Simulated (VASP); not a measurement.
Given:

```xyz
71
Lattice="4.6933 -8.1290 0.0000 4.6933 8.1290 0.0000 0.0000 0.0000 10.0192" Properties=species:S:1:pos:R:3 pbc="T T T"
Al     1.5680    -0.9084     2.5008
Al     1.5464     0.8952     9.9938
Al     1.5641    -0.9227     7.5397
Al     1.4944     0.8130     5.0819
Al     3.1416     1.8007     2.2801
Al     3.1291     3.6347     9.9940
Al     3.1141     1.8169     7.5369
Al     3.1746     3.7203     5.0815
Al     4.7018     4.5178     2.5009
Al     4.6909     6.3261     0.0102
Al     4.7121     4.5295     7.5394
Al     4.6774     6.3333     5.0261
Al     3.1343    -3.6145     2.5075
Al     3.1241    -1.8149    10.0162
Al     3.1352    -3.6154     7.5189
Al     3.1140    -1.8473     5.0185
Al     4.6964    -0.9596     2.4586
Al     4.7158     0.8914     9.9895
Al     4.6915    -0.9110     7.5298
Al     6.3094     1.8349     2.4598
Al     6.2641     3.6222    10.0160
Al     6.2633     1.8127     7.5290
Al     6.2870     3.6489     5.0192
Al     4.7048    -6.3218     2.5029
Al     4.6898    -4.5129     0.0082
Al     4.6718    -6.3106     7.5323
Al     4.7137    -4.5264     5.0180
Al     6.2646    -3.6221     2.5026
Al     6.2664    -1.8100     0.0011
Al     6.2386    -3.5983     7.5322
Al     6.2661    -1.8200     5.0143
Al     7.8270    -0.9045     2.5046
Al     7.8300     0.8993     0.0010
Al     7.8183    -0.8999     7.5200
Al     7.8384     0.9047     5.0149
N      1.5500    -0.9394     4.4233
N      1.5585     0.8966     1.8984
N      1.5633    -0.9098     9.4399
N      1.5449     0.8944     6.9780
N      3.1343     3.6233     1.8986
N      3.1286     1.8084     9.4742
N      3.1296     3.6371     6.9770
N      4.7201     4.5496     4.4230
N      4.6940     6.3239     1.9236
N      4.7006     4.5233     9.4400
N      4.6899     6.3264     6.9348
N      3.1550    -3.6266     4.4242
N      3.1188    -1.8151     1.9060
N      3.1321    -3.6137     9.4286
N      3.1278    -1.8071     6.9310
N      4.6811    -1.0211     4.3710
N      4.7395     0.8781     1.9345
N      4.6957    -0.9158     9.4440
N      4.6778     0.9128     6.9903
N      6.3539     1.8776     4.3721
N      6.2622     3.6279     1.9061
N      6.2704     1.8120     9.4430
N      6.2589     3.6157     6.9307
N      4.7354    -6.3335     4.4254
N      4.6988    -4.5177     1.9284
N      4.6868    -6.3161     9.4362
N      4.6975    -4.5168     6.9276
N      6.2902    -3.6432     4.4248
N      6.2751    -1.8222     1.9139
N      6.2506    -3.6093     9.4359
N      6.2526    -1.8018     6.9244
N      7.8137    -0.8969     4.4265
N      7.8447     0.8984     1.9142
N      7.8219    -0.9022     9.4321
N      7.8163     0.9071     6.9243
Zr     4.4938     1.0191     4.8349
```
Cell charge +1.

Method: PBE GGA, VASP's PBE PAW potentials (set 64) (plane waves; VASP). Run with PREC = Normal, LREAL = Auto, ISYM = 0, NELECT = 291.0, 400 eV cut-off, 1×1×1 Γ-centred mesh, Gaussian smearing of 0.050 eV, potentials Al N Zr_sv. Starting moments (MAGMOM): 71*0.0423. The cell's moment is fixed (NUPDOWN = 3).

At this cut-off the stress carries a Pulay error, which pulls relaxed volumes low. The cell is charged, with a uniform compensating background.  The supercell is sampled at Γ alone, which is coarse: total energies, pressure and levels can be off, energies of defects by several tenths of an eV.

Problem. Estimate the cell moment, energy per atom (σ→0), pressure.

Solution. 
cell moment: 3.00 μB
energy per atom (σ→0): -7.473 eV/atom
pressure: -3.00 GPa

Problem. Give the moment on each site (PAW-sphere projection).

Solution. 
```json
[
 {"site": "Al1", "moment (μB)": "0.00"},
 {"site": "Al2", "moment (μB)": "0.00"},
 {"site": "Al3", "moment (μB)": "0.00"},
 {"site": "Al4", "moment (μB)": "0.07"},
 {"site": "Al5", "moment (μB)": "0.05"},
 {"site": "Al6", "moment (μB)": "0.00"},
 {"site": "Al7", "moment (μB)": "0.00"},
 {"site": "Al8", "moment (μB)": "0.07"},
 {"site": "Al9", "moment (μB)": "0.00"},
 {"site": "Al10", "moment (μB)": "0.00"},
 {"site": "Al11", "moment (μB)": "0.00"},
 {"site": "Al12", "moment (μB)": "0.01"},
 {"site": "Al13", "moment (μB)": "0.00"},
 {"site": "Al14", "moment (μB)": "0.00"},
 {"site": "Al15", "moment (μB)": "0.00"},
 {"site": "Al16", "moment (μB)": "0.00"},
 {"site": "Al17", "moment (μB)": "0.00"},
 {"site": "Al18", "moment (μB)": "0.00"},
 {"site": "Al19", "moment (μB)": "0.00"},
 {"site": "Al20", "moment (μB)": "0.00"},
 {"site": "Al21", "moment (μB)": "0.00"},
 {"site": "Al22", "moment (μB)": "0.00"},
 {"site": "Al23", "moment (μB)": "0.00"},
 {"site": "Al24", "moment (μB)": "0.00"},
 {"site": "Al25", "moment (μB)": "0.00"},
 {"site": "Al26", "moment (μB)": "0.00"},
 {"site": "Al27", "moment (μB)": "0.00"},
 {"site": "Al28", "moment (μB)": "0.00"},
 {"site": "Al29", "moment (μB)": "0.00"},
 {"site": "Al30", "moment (μB)": "0.00"},
 {"site": "Al31", "moment (μB)": "0.00"},
 {"site": "Al32", "moment (μB)": "0.00"},
 {"site": "Al33", "moment (μB)": "0.00"},
 {"site": "Al34", "moment (μB)": "0.00"},
 {"site": "Al35", "moment (μB)": "0.00"},
 {"site": "N36", "moment (μB)": "0.06"},
 {"site": "N37", "moment (μB)": "0.04"},
 {"site": "N38", "moment (μB)": "0.00"},
 {"site": "N39", "moment (μB)": "0.06"},
 {"site": "N40", "moment (μB)": "0.04"},
 {"site": "N41", "moment (μB)": "0.00"},
 {"site": "N42", "moment (μB)": "0.06"},
 {"site": "N43", "moment (μB)": "0.06"},
 {"site": "N44", "moment (μB)": "0.00"},
 {"site": "N45", "moment (μB)": "0.00"},
 {"site": "N46", "moment (μB)": "0.00"},
 {"site": "N47", "moment (μB)": "0.01"},
 {"site": "N48", "moment (μB)": "0.00"},
 {"site": "N49", "moment (μB)": "0.00"},
 {"site": "N50", "moment (μB)": "0.00"},
 {"site": "N51", "moment (μB)": "0.02"},
 {"site": "N52", "moment (μB)": "0.04"},
 {"site": "N53", "moment (μB)": "0.00"},
 {"site": "N54", "moment (μB)": "0.01"},
 {"site": "N55", "moment (μB)": "0.02"},
 {"site": "N56", "moment (μB)": "0.00"},
 {"site": "N57", "moment (μB)": "0.00"},
 {"site": "N58", "moment (μB)": "0.00"},
 {"site": "N59", "moment (μB)": "0.02"},
 {"site": "N60", "moment (μB)": "0.00"},
 {"site": "N61", "moment (μB)": "0.01"},
 {"site": "N62", "moment (μB)": "0.00"},
 {"site": "N63", "moment (μB)": "0.02"},
 {"site": "N64", "moment (μB)": "0.00"},
 {"site": "N65", "moment (μB)": "0.01"},
 {"site": "N66", "moment (μB)": "0.00"},
 {"site": "N67", "moment (μB)": "0.00"},
 {"site": "N68", "moment (μB)": "0.00"},
 {"site": "N69", "moment (μB)": "0.00"},
 {"site": "N70", "moment (μB)": "0.00"},
 {"site": "Zr71", "moment (μB)": "0.65"}
]
```

Only differences to runs with the same potentials and settings are physical.

The cell is a supercell with a defect, built from AlN (wurtzite): Zr_Al-vac_N, charge +1.
